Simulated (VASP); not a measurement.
Input:

```xyz
2
Lattice="0.0000 2.5805 2.5805 2.5805 0.0000 2.5805 2.5805 2.5805 0.0000" Properties=species:S:1:pos:R:3 pbc="T T T"
Mg     0.0000     0.0000     0.0000
S      2.5805     2.5805     2.5805
```

The numbers are results of PBE GGA, VASP's PBE PAW potentials (set 64) (plane waves; VASP 6.6.1), not measurements. Settings: 300 eV cut-off, 9×9×9 Γ-centred mesh, Fermi-Dirac smearing of 0.010 eV, potentials Mg S.

**Question.** Predict the energy per atom (σ→0), pressure.

**Answer.** 
- energy per atom (σ→0) = -4.245 eV/atom
- pressure = 2.73 GPa

Only differences to runs with the same potentials and settings are physical.

The structure is a typed MgS crystal (Fm-3m). The cell was not relaxed at this level.
